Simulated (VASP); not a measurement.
Output of a VASP run:

OSZICAR:
```
...
   2 F= -.15188263E+02 E0= -.15188211E+02  d E =0.338916E+00
       N       E                     dE             d eps       ncg     rms          rms(c)
DAV:   1    -0.237745787473E+02   -0.43611E+01   -0.84613E+01  5460   0.121E+02    0.151E+01
DAV:   2    -0.202630529418E+02    0.35115E+01   -0.96893E+00  5444   0.336E+01    0.514E+00
DAV:   3    -0.201537305367E+02    0.10932E+00   -0.75427E-01  5576   0.874E+00    0.133E+00
DAV:   4    -0.201772093418E+02   -0.23479E-01   -0.18335E-02  5604   0.136E+00    0.684E-01
DAV:   5    -0.201872920377E+02   -0.10083E-01   -0.94454E-03  5650   0.748E-01    0.126E-01
DAV:   6    -0.201873205382E+02   -0.28500E-04   -0.45158E-04  7382   0.151E-01    0.428E-02
DAV:   7    -0.201873260276E+02   -0.54894E-05   -0.16373E-05  6190   0.350E-02    0.154E-02
DAV:   8    -0.201873234853E+02    0.25423E-05   -0.34781E-07  3072   0.548E-03    0.365E-03
DAV:   9    -0.201873225388E+02    0.94649E-06   -0.89567E-08  2864   0.267E-03
   3 F= -.15543669E+02 E0= -.15543832E+02  d E =-.164907E-01
       N       E                     dE             d eps       ncg     rms          rms(c)
DAV:   1    -0.201839705769E+02    0.33529E-02   -0.57821E-03  5472   0.962E-01    0.160E-01
DAV:   2    -0.201837202610E+02    0.25032E-03   -0.68887E-04  5472   0.285E-01    0.260E-02
DAV:   3    -0.201837125321E+02    0.77289E-05   -0.50809E-05  5588   0.712E-02    0.154E-02
DAV:   4    -0.201837172593E+02   -0.47272E-05   -0.30485E-06  5086   0.164E-02    0.175E-03
DAV:   5    -0.201837171575E+02    0.10180E-06   -0.24246E-07  2808   0.533E-03
   4 F= -.15543699E+02 E0= -.15543861E+02  d E =-.165210E-01
       N       E                     dE             d eps       ncg     rms          rms(c)
DAV:   1    -0.201818329846E+02    0.18843E-02   -0.16799E-03  5454   0.518E-01    0.863E-02
DAV:   2    -0.201817599465E+02    0.73038E-04   -0.19879E-04  5450   0.153E-01    0.140E-02
DAV:   3    -0.201817579903E+02    0.19562E-05   -0.14705E-05  5532   0.383E-02    0.826E-03
DAV:   4    -0.201817599885E+02   -0.19982E-05   -0.86827E-07  3372   0.890E-03    0.104E-03
DAV:   5    -0.201817599326E+02    0.55910E-07   -0.11433E-07  2756   0.353E-03
   5 F= -.15543696E+02 E0= -.15543857E+02  d E =-.165181E-01
       N       E                     dE             d eps       ncg     rms          rms(c)
DAV:   1    -0.201897864422E+02   -0.80265E-02   -0.42969E-02  5448   0.219E+00    0.324E-01
DAV:   2    -0.201885033188E+02    0.12831E-02   -0.28634E-03  5472   0.585E-01    0.827E-02
DAV:   3    -0.201883600315E+02    0.14329E-03   -0.41571E-04  5770   0.184E-01    0.343E-02
DAV:   4    -0.201883573900E+02    0.26415E-05   -0.37858E-05  7628   0.487E-02    0.104E-02
DAV:   5    -0.201883577457E+02   -0.35569E-06   -0.33329E-06  5532   0.174E-02
   6 F= -.15543640E+02 E0= -.15543793E+02  d E =0.563865E-04
       N       E                     dE             d eps       ncg     rms          rms(c)
DAV:   1    -0.201847744894E+02    0.35829E-02   -0.17210E-02  5448   0.139E+00    0.206E-01
DAV:   2    -0.201842554373E+02    0.51905E-03   -0.11435E-03  5484   0.370E-01    0.525E-02
DAV:   3    -0.201841991653E+02    0.56272E-04   -0.16765E-04  5712   0.117E-01    0.223E-02
DAV:   4    -0.201842010564E+02   -0.18911E-05   -0.15517E-05  7562   0.311E-02    0.663E-03
DAV:   5    -0.201842019711E+02   -0.91464E-06   -0.13755E-06  3006   0.116E-02
   7 F= -.15543718E+02 E0= -.15543876E+02  d E =-.216680E-04
```

**OUTCAR**
```
------------------------ aborting loop because EDIFF is reached ----------------------------------------
  FORCE on cell =-STRESS in cart. coord.  units (eV):
  Direction    XX          YY          ZZ          XY          YZ          ZX
  --------------------------------------------------------------------------------------
  Total        4.6239673      4.6239681      4.6442502      0.0000000     -0.0000000      0.0000000
  in kB      298.9322347    298.9322825    300.2434890      0.0000000     -0.0000000      0.0000000
  external PRESSURE =      -0.6306646 kB  Pullay stress =     300.0000000 kB
  volume of cell :       24.78
      direct lattice vectors                 reciprocal lattice vectors
     1.313154444 -2.274450397 -0.000000000     0.380762524 -0.219833328  0.000000000
     1.313154444  2.274450397  0.000000000     0.380762524  0.219833328  0.000000000
    -0.000000000  0.000000000  4.148874697     0.000000000 -0.000000000  0.241029212
 POSITION                                       TOTAL-FORCE (eV/Angst)
 -----------------------------------------------------------------------------------
      1.31315      0.75815      1.03722        -0.000000      0.000000      0.000000
      1.31315     -0.75815      3.11166         0.000000     -0.000000      0.000000
 -----------------------------------------------------------------------------------
    total drift:                               -0.000009      0.000465     -0.000045
  FREE ENERGIE OF THE ION-ELECTRON SYSTEM (eV)
  ---------------------------------------------------
  free  energy   TOTEN  =       -20.1842019711 eV

  energy  without entropy=      -20.1846753413  energy(sigma->0) =      -20.18435976
  enthalpy is  TOTEN    =       -15.5437181347 eV   P V=        4.6404838364

 reached required accuracy - stopping structural energy minimisation
```
(Selected blocks of OUTCAR.)

**POSCAR**
```
Ru
1
    1.3225858390    -2.2907860370     0.0000000000
    1.3225858390     2.2907860370     0.0000000000
    0.0000000000     0.0000000000     4.1762442945
Ru
2
Direct
  0.3333330000   0.6666670000   0.2500000000
  0.6666670000   0.3333330000   0.7500000000
```

### Question
Write an INCAR and KPOINTS that could have produced this output.

### Answer
This is not unique; one that fits is the input of the run itself, PBEsol GGA, plane waves, VASP's PBE PAW potentials (set 64).

### INCAR
```
SYSTEM = Ru
PREC = Accurate
ENCUT = 500
EDIFF = 1E-6
NELM = 100
ALGO = Normal
LREAL = .FALSE.
LASPH = .TRUE.
ISMEAR = 1
SIGMA = 0.1
GGA = PS
LMAXMIX = 4
LWAVE = .FALSE.
LCHARG = .FALSE.
IBRION = 2
ISIF = 3
NSW = 40
EDIFFG = -0.02
PSTRESS = 300
```

KPOINTS:
```
Automatic mesh
0
Gamma
16 16 9
0 0 0
```

POTCAR, in this order: Ru_pv (PBE.64 set). Program: vasp_std.

Energy and stress use the plane-wave basis of the starting cell.

The compound is Ru in the hcp structure. This run relaxes it under an external pressure of 30 GPa. Symmetry was kept, so distortions that lower it aren't found.
